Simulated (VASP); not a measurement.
# Ag: which input changes matter, part 2 of 3

Which changes to a sound input spoil a run on Ag, which are harmless, and which give a warning? All runs use PBEsol. This is not the structure that Ag takes at ambient conditions. The start is a cell from a database of measured crystal structures.

VASP 6.6.1; PBEsol; plane waves and PAW (Ag).

Still holding for the runs below: The k-mesh is coarse for a metal.

So far. Step 2 (Reference run): The pressure is -7.57 GPa and the largest force 0.000 eV/Å, so the cell is not at a minimum at these settings. Step 3 (Self-consistent run (PBEsol) with a changed input): Against the reference run the energy at zero smearing moves by +0.47 meV an atom and the pressure by +0.00 GPa.

The starting crystal is not the ambient structure of Ag (fcc); it is a model or a phase of other conditions.

### 4. Total energy, forces and stress (PBEsol) with a changed input

This run is made with a changed input; what comes of it follows.

The input, INCAR:

```
SYSTEM = Ag
PREC = Accurate
ENCUT = 400
NELM = 60
ISMEAR = -1
SIGMA = 0.05
LREAL = .FALSE.
ALGO = Normal
GGA = PS
NBANDS = 28
LASPH = .TRUE.
LORBIT = 11
LWAVE = .FALSE.
LCHARG = .FALSE.
KPAR = 4
ISIF = 2
EDIF = 1E-07
```

The input, POSCAR:

```
Ag
1.0
    2.8862000000      0.0000000000      0.0000000000
   -1.4431000000      2.4995225204      0.0000000000
    0.0000000000      0.0000000000     10.0000000000
Ag
4
Direct
    0.3333333333      0.6666666667      0.2500000000
    0.6666666667      0.3333333333      0.7500000000
    0.0000000000      0.0000000000      0.0000000000
    0.0000000000      0.0000000000      0.5000000000
```

The input, KPOINTS:

```
Automatic mesh
0
Gamma
11 11 3
0 0 0
```

PAW data sets: Ag (PBE family, release 64).

Run with:

```sh
$ mpirun -np 4 vasp_std
```

The program printed:

```text
[... set-up lines as in an earlier step ...]
 entering main loop
       N       E                     dE             d eps       ncg     rms          rms(c)
[... 1 cycle as in an earlier step ...]
DAV:   2    -0.889543010602E+01   -0.25813E+03   -0.24693E+03  1848   0.305E+02
DAV:   3    -0.143526368152E+02   -0.54572E+01   -0.54193E+01  2024   0.493E+01
[... 1 cycle as in an earlier step ...]
DAV:   5    -0.143809458149E+02   -0.25602E-03   -0.25602E-03  1956   0.359E-01    0.972E+00
[... 1 cycle as in an earlier step ...]
DAV:   7    -0.130766193744E+02    0.28241E-01   -0.42455E-02  1912   0.123E+00    0.348E+00
DAV:   8    -0.130628143479E+02    0.13805E-01   -0.19399E-03  1952   0.365E-01    0.122E-01
DAV:   9    -0.130628406938E+02   -0.26346E-04   -0.90778E-05  1140   0.125E-01
   1 F= -.13062841E+02 E0= -.13055440E+02  d E =-.148011E-01
```

It took 9 s on 4 MPI ranks of AMD EPYC 7R43, shared host; peak memory 0.58 GiB.

From OUTCAR (step 4):

```text
 Found     32 irreducible k-points:

   NELECT =      44.0000    total number of electrons

 E-fermi :   7.5100

 k-point     1 :       0.0000    0.0000    0.0000
  band No.  band energies     occupation
    ...
     20       4.1762      2.00000
     21       4.1762      2.00000
     22       4.4906      2.00000
     23       4.4906      2.00000
     24       6.7902      2.00000
     25      10.0061      0.00000
     26      16.9464      0.00000
     27      16.9537      0.00000
     28      23.0565      0.00000

 k-point     2 :       0.0909    0.0000    0.0000
  band No.  band energies     occupation
    ...
     20       4.1598      2.00000
     21       4.3054      2.00000
     22       4.3329      2.00000
     23       4.5008      2.00000
     24       7.4426      1.58750
     25      10.0581      0.00000
     26      17.1335      0.00000
     27      17.1387      0.00000
     28      22.5508      0.00000

  Total       -2.9582338     -2.9582338     -4.4275200     -0.0000000      0.0000000      0.0000000
  in kB      -65.6991283    -65.6991283    -98.3303621     -0.0000000      0.0000000      0.0000000
  external PRESSURE =     -76.5762062 kB  Pullay stress =       0.0000000 kB

 POSITION                                       TOTAL-FORCE (eV/Angst)
 -----------------------------------------------------------------------------------
     -0.00000      1.66635      2.50000         0.000000     -0.000000      0.000000
      1.44310      0.83317      7.50000         0.000000      0.000000     -0.000000
      0.00000      0.00000      0.00000        -0.000000      0.000000      0.000000
      0.00000      0.00000      5.00000        -0.000000      0.000000      0.000000
 -----------------------------------------------------------------------------------
    total drift:                                0.000000     -0.000000      0.000000

  FREE ENERGIE OF THE ION-ELECTRON SYSTEM (eV)
  ---------------------------------------------------
  free  energy   TOTEN  =       -13.0628406938 eV

  energy  without entropy=      -13.0480395486  energy(sigma->0) =      -13.05544012

 total charge
# of ion       s       p       d       tot
------------------------------------------
    1        0.401   0.269   9.145   9.815
    2        0.401   0.269   9.145   9.815
    3        0.402   0.268   9.145   9.815
    4        0.402   0.268   9.145   9.815
--------------------------------------------------
tot          1.606   1.074  36.580  39.260

[... 9 parts as in an earlier step ...]

[... 5 further parts left out ...]
```

The run converged, and its energy and pressure stay near those of the sound run.

Against the sound run on this cell (reference run) the energy at zero smearing moves by +0.0 meV an atom and the pressure by -0.09 GPa.

The fault in the input: misspelt tag (EDIF = 1e-07). VASP ignores tags that it doesn't know, so the default applied; correct the spelling.

### 5. Self-consistent run (PBEsol) with a changed input, try 2

A single point gives energy, forces and stress at these settings. Some settings are moved from the usual, to see what they do.

The input, INCAR:

```
SYSTEM = Ag
PREC = Accurate
ENCUT = 400
EDIFF = 1E-06
NELM = 100
ISMEAR = -4
SIGMA = 0.02
LREAL = .FALSE.
ALGO = Normal
GGA = PS
NBANDS = 28
LASPH = .TRUE.
LORBIT = 11
LWAVE = .FALSE.
LCHARG = .FALSE.
KPAR = 4
ISIF = 2
```

POSCAR is that of step 4.

The input, KPOINTS:

```
Automatic mesh
0
Gamma
3 3 1
0 0 0
```

Run with:

```sh
$ mpirun -np 4 vasp_std
```

The program printed:

```text
[... set-up lines as in an earlier step ...]
 entering main loop
       N       E                     dE             d eps       ncg     rms          rms(c)
 -----------------------------------------------------------------------------
|                                                                             |
|     EEEEEEE  RRRRRR   RRRRRR   OOOOOOO  RRRRRR      ###     ###     ###     |
|     E        R     R  R     R  O     O  R     R     ###     ###     ###     |
|     E        R     R  R     R  O     O  R     R     ###     ###     ###     |
|     EEEEE    RRRRRR   RRRRRR   O     O  RRRRRR       #       #       #      |
|     E        R   R    R   R    O     O  R   R                               |
|     E        R    R   R    R   O     O  R    R      ###     ###     ###     |
|     EEEEEEE  R     R  R     R  OOOOOOO  R     R     ###     ###     ###     |
|                                                                             |
|     VERY BAD NEWS! internal error in subroutine BZINTS: Tetrahedron         |
|     method fails (number of k-points < 4) 3                                 |
|                                                                             |
|       ---->  I REFUSE TO CONTINUE WITH THIS SICK JOB ... BYE!!! <----       |
|                                                                             |
 -----------------------------------------------------------------------------

1
1
1
1
```

Wall time 5.2 s (4 MPI ranks).

VASP stopped before it finished a first electronic cycle.

VASP's message: “VERY BAD NEWS! internal error in subroutine BZINTS: Tetrahedron method fails (number of k-points < 4) 3”. No number of this run is used.

Settings moved from the usual: ISMEAR = -4, SIGMA = 0.02 and k-mesh = 3×3×1. KPOINTS differs too.

The mesh holds 3 irreducible points against 32.

### 6. Relaxing cell and atoms (PBEsol) with a changed input

Properties are meant for the cell that this level of theory prefers, so cell and atoms are relaxed first (ISIF = 3) until forces and stress are small; EDIFFG sets the threshold. Some settings are moved from the usual, to see what they do.

Edit INCAR of step 5 so:

```diff
@@ -5,4 +5,4 @@
 NELM = 100
-ISMEAR = -4
-SIGMA = 0.02
+ISMEAR = -1
+SIGMA = 0.05
 LREAL = .FALSE.
@@ -16,2 +16,7 @@
 KPAR = 4
-ISIF = 2
+IBRION = 2
+NSW = 60
+ISIF = 3
+EDIFFG = -0.01
+KSPACING = 0.4
+NELECT = 43
```

POSCAR is that of step 5.

Run with:

```sh
$ mpirun -np 4 vasp_std
```

The program printed:

```text
[banner, memory and clock lines left out]
running    4 mpi-ranks, on    1 nodes
 distrk:  each k-point on    1 cores,    4 groups
 distr:  one band on    1 cores,    1 groups

 POSCAR found type information on POSCAR Ag
 POSCAR found :  1 types and       4 ions
 [... a notice as in an earlier step ...]

 LDA part: xc-table for (Slater+PW92), standard interpolation
 INCAR ok, starting setup
 POSCAR ok, starting setup
 FFT: planning ... GRIDC
 FFT: planning ... GRID_SOFT
 FFT: planning ... GRID
 WAVECAR not read
 entering main loop
       N       E                     dE             d eps       ncg     rms          rms(c)
DAV:   1     0.226454392051E+03    0.22645E+03   -0.18606E+04   912   0.119E+03
DAV:   2    -0.169824592465E+02   -0.24344E+03   -0.23225E+03   924   0.293E+02
DAV:   3    -0.218150550468E+02   -0.48326E+01   -0.47865E+01  1016   0.462E+01
DAV:   4    -0.218373782978E+02   -0.22323E-01   -0.22319E-01   948   0.309E+00
DAV:   5    -0.218375920003E+02   -0.21370E-03   -0.21370E-03   992   0.323E-01BRMIX: very serious problems
 the old and the new charge density differ
 old charge density:    44.00000 new   43.00000
BRMIX: very serious problems
 the old and the new charge density differ
 old charge density:    44.00000 new   43.00000
BRMIX: very serious problems
 the old and the new charge density differ
 old charge density:    44.00000 new   43.00000
BRMIX: very serious problems
 the old and the new charge density differ
 old charge density:    44.00000 new   43.00000
    0.989E+00
DAV:   6    -0.201283602706E+02    0.17092E+01   -0.75033E+00   928   0.217E+01    0.613E+00
DAV:   7    -0.201153940464E+02    0.12966E-01   -0.71133E-02   960   0.217E+00    0.356E+00
DAV:   8    -0.201101124134E+02    0.52816E-02   -0.47067E-03   972   0.527E-01    0.166E-01
DAV:   9    -0.201098363399E+02    0.27607E-03   -0.74383E-04   976   0.231E-01    0.345E-02
DAV:  10    -0.201098458409E+02   -0.95010E-05   -0.85422E-05   980   0.757E-02    0.192E-02
DAV:  11    -0.201098476246E+02   -0.17837E-05   -0.50091E-06   948   0.204E-02    0.103E-02
DAV:  12    -0.201098466140E+02    0.10106E-05   -0.14875E-06   520   0.980E-03    0.363E-03
DAV:  13    -0.201098461887E+02    0.42522E-06   -0.54364E-07   512   0.582E-03
   1 F= -.20109846E+02 E0= -.20107476E+02  d E =-.201098E+02
 curvature:   0.00 expect dE= 0.000E+00 dE for cont linesearch  0.000E+00
 trial: gam= 0.00000 g(F)=  0.272E-49 g(S)=  0.923E+01 ort = 0.000E+00 (trialstep = 0.100E+01)
 search vector abs. value=  0.923E+01
 bond charge predicted
       N       E                     dE             d eps       ncg     rms          rms(c)
DAV:   1    -0.228050436553E+03   -0.20794E+03   -0.32014E+03   924   0.408E+02    0.219E+02
DAV:   2    -0.347762589957E+02    0.19327E+03   -0.40196E+02   900   0.167E+02    0.362E+01
DAV:   3    -0.192227049348E+02    0.15554E+02   -0.23851E+01   988   0.409E+01    0.280E+01
DAV:   4    -0.172256012602E+02    0.19971E+01   -0.50321E+00   968   0.259E+01    0.116E+01
DAV:   5    -0.171211201521E+02    0.10448E+00   -0.11752E+00   952   0.158E+01    0.564E+00
DAV:   6    -0.171948820656E+02   -0.73762E-01   -0.24201E-01   992   0.417E+00    0.103E+00
DAV:   7    -0.172013223201E+02   -0.64403E-02   -0.26749E-02   980   0.275E+00    0.283E-01
DAV:   8    -0.172025745289E+02   -0.12522E-02   -0.18941E-03   972   0.366E-01    0.117E-01
DAV:   9    -0.172024940098E+02    0.80519E-04   -0.27524E-04   972   0.322E-01    0.313E-02
DAV:  10    -0.172024968188E+02   -0.28091E-05   -0.44274E-05   976   0.616E-02    0.964E-03
DAV:  11    -0.172024969807E+02   -0.16189E-06   -0.32238E-06   772   0.299E-02
   2 F= -.17202497E+02 E0= -.17191601E+02  d E =0.290735E+01
[... from here on, the cycles between the ionic steps are left out ...]
   3 F= -.23267762E+02 E0= -.23260517E+02  d E =-.315792E+01
   4 F= -.23288690E+02 E0= -.23281523E+02  d E =-.317884E+01
   5 F= -.23294263E+02 E0= -.23287138E+02  d E =-.318442E+01
   6 F= -.23389614E+02 E0= -.23383038E+02  d E =-.953509E-01
   7 F= -.23389874E+02 E0= -.23382936E+02  d E =-.956102E-01
   8 F= -.23384171E+02 E0= -.23377286E+02  d E =0.570290E-02
   9 F= -.23392455E+02 E0= -.23385541E+02  d E =-.258099E-02
 curvature:  -0.17 expect dE=-0.503E-05 dE for cont linesearch -0.358E-07
 ZBRENT: interpolating
 opt :   0.3139  next Energy=   -23.392455 (dE=-0.258E-02)
 bond charge predicted
       N       E                     dE             d eps       ncg     rms          rms(c)
DAV:   1    -0.233924665866E+02   -0.11739E-04   -0.20419E-04   944   0.126E-01    0.235E-02
DAV:   2    -0.233924526943E+02    0.13892E-04   -0.30304E-05   944   0.490E-02    0.851E-03
DAV:   3    -0.233924531575E+02   -0.46325E-06   -0.89097E-07   484   0.759E-03
  10 F= -.23392453E+02 E0= -.23385540E+02  d E =-.257950E-02
 curvature:  -0.16 expect dE=-0.494E-05 dE for cont linesearch -0.112E-05
 trial: gam=-0.01539 g(F)=  0.363E-48 g(S)=  0.307E-04 ort = 0.338E-03 (trialstep = 0.782E+00)
 search vector abs. value=  0.242E-04
 reached required accuracy - stopping structural energy minimisation
```

Elapsed: 49 s, on 4 MPI ranks; peak memory 0.66 GiB.

OUTCAR, selected parts (step 6):

```text
NELECT = 43

 ion  position               nearest neighbor table
   1  0.333  0.667  0.250-   3 3.00   4 3.00   3 3.00   4 3.00   3 3.00   4 3.00
   2  0.667  0.333  0.750-   3 3.00   4 3.00   3 3.00   4 3.00   3 3.00   4 3.00
   3  0.000  0.000  0.000-   1 3.00   2 3.00   1 3.00   2 3.00   2 3.00   1 3.00
   4  0.000  0.000  0.500-   1 3.00   2 3.00   1 3.00   2 3.00   2 3.00   1 3.00

   k-points           NKPTS =     16   k-points in BZ     NKDIM =     16   number of bands    NBANDS=     28

 E-fermi :  11.4763

 k-point     1 :       0.0000    0.0000    0.0000
  band No.  band energies     occupation
    ...
     19       8.4106      2.00000
     20       8.8395      2.00000
     21       8.8395      2.00000
     22       9.4796      2.00000
     23       9.4796      2.00000
     24      11.7070      0.01961
     25      18.3458      0.00000
     26      26.2457      0.00000
     27      26.5541      0.00000
     28      28.9799      0.00000

  Total        0.0284215      0.0284215     -0.0304906      0.0000000      0.0000000     -0.0000000
  in kB        0.8765490      0.8765490     -0.9403611      0.0000000      0.0000000     -0.0000000
  external PRESSURE =       0.2709123 kB  Pullay stress =       0.0000000 kB

 POSITION                                       TOTAL-FORCE (eV/Angst)
 -----------------------------------------------------------------------------------
     -0.00000      1.53131      2.13179         0.000000     -0.000000     -0.000000
      1.32615      0.76565      6.39538         0.000000      0.000000      0.000000
     -0.00000      0.00000      0.00000        -0.000000     -0.000000      0.000000
     -0.00000      0.00000      4.26358        -0.000000      0.000000      0.000000
 -----------------------------------------------------------------------------------
    total drift:                                0.000000     -0.000000      0.000000

  FREE ENERGIE OF THE ION-ELECTRON SYSTEM (eV)
  ---------------------------------------------------
  free  energy   TOTEN  =       -23.3924531575 eV

  energy  without entropy=      -23.3786266898  energy(sigma->0) =      -23.38553992

 reached required accuracy - stopping structural energy minimisation

[... 5 parts as in an earlier step ...]

[... 10 further parts left out ...]
```

CONTCAR:

```
Ag
   1.00000000000000
     2.6523029884499079    0.0000000000000000    0.0000000000000000
    -1.3261514942249539    2.2969617665290349    0.0000000000000000
    -0.0000000000000000   -0.0000000000000000    8.5271699754260002
  Ag
     4
Direct
     0.3333333332999970    0.6666666667000030    0.2500000000000000
     0.6666666667000030    0.3333333332999970    0.7500000000000000
     0.0000000000000000    0.0000000000000000    0.0000000000000000
     0.0000000000000000    0.0000000000000000    0.5000000000000000
```

The run converged; its settings lie outside those of the reference runs, so its numbers are set aside.

Settings moved from the usual: KSPACING = 0.4 and NELECT = 43.0.

NELECT differs from the neutral count, so the cell is charged against a uniform background: another system, not a numerical setting. The mesh holds 16 irreducible points against 32.

[end of part 2 of 3]

[Lines on the potential files, build, host, timing and source positions are cut from VASP's logs without a mark.]

[Logs are printed without paths, hosts, clocks, repeated set-up lines and the standing remarks that a program may print on its own settings, such as how far it seeks lower states.]

[Hosts, paths, dates, database ids (printed as entryN), source tags and the programs' standing remarks are cut or masked in the printed files.]

[A measured line is paired with the nearest computed mode of its activity, which favours agreement.]

[In band tables of VASP the shares of atoms and orbitals are scaled to a sum of 1 inside the atoms' spheres.]
